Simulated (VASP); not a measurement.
Cd4TeO3:

```
Cd Te O
1.0
    -2.66000    2.66000    5.32000
     2.66000   -2.66000    5.32000
     2.66000    2.66000   -5.32000
Cd Te O
4 1 3
Direct
  0.75000 0.75000 0.00000
  0.50000 0.00000 0.50000
  0.00000 0.50000 0.50000
  0.25000 0.25000 0.00000
  0.00000 0.00000 0.00000
  0.50000 0.50000 0.00000
  0.25000 0.75000 0.50000
  0.75000 0.25000 0.50000
```

The cell was built by a generator and needn't be a form met in nature.

| Quantity | Value |
| --- | --- |
| Program | VASP 6.6.1 |
| Task | relaxation of cell and atoms |
| Functional | PBE |
| Potentials or basis | VASP PAW PBE potentials, release 64 (Cd, Te, O) |
| Cutoff | 520 eV |
| k mesh | 4 × 4 × 4 |
| Occupations | gaussian, width 0.15 eV |
| Spin | no spin polarisation |

At the start: pressure -3.1 GPa; volume 18.82 Å³/atom.

How do energy, volume and symmetry change on relaxing?

Over 11 steps the energy falls by 150.1 meV/atom and the volume is 17.90 Å³/atom (-4.9 %); space group I4/mmm (No. 139, to 0.05 Å).

The path:
| step | energy change (eV) | largest force (eV/Å) | pressure (GPa) | volume (Å³) |
| --- | --- | --- | --- | --- |
| 1 | 0.0000 | 2.4203 | -3.13 | 150.57 |
| 2 | -0.5744 | 1.7361 | -0.11 | 142.70 |
| 3 | -0.7926 | 0.6341 | 5.54 | 133.66 |
| 4 | -1.0270 | 0.6468 | 3.62 | 136.89 |
| 5 | -1.0277 | 0.7298 | 3.52 | 137.06 |
| 6 | -1.1513 | 0.1400 | -0.26 | 142.75 |
| 7 | -1.1546 | 0.0056 | -1.19 | 144.29 |
| 8 | -1.1908 | 0.0960 | -0.55 | 143.45 |
| 9 | -1.1984 | 0.1864 | 0.12 | 142.84 |
| 10 | -1.1982 | 0.1841 | 0.22 | 142.78 |
| 11 | -1.2004 | 0.0621 | 0.08 | 143.17 |

Final structure:
```
Cd Te O
1.0
    -2.70807    2.70807    4.88060
     2.70807   -2.70807    4.88060
     2.70807    2.70807   -4.88060
Cd Te O
4 1 3
Cartesian
  0.0000 0.0000 7.0200
  0.0000 2.7081 0.0000
  2.7081 0.0000 0.0000
  0.0000 0.0000 2.7412
  0.0000 0.0000 0.0000
  0.0000 0.0000 4.8806
  2.7081 0.0000 2.4403
  0.0000 2.7081 2.4403
```

Caveat: the k mesh is coarse (spacing up to 0.42 Å⁻¹), so the values aren't converged.
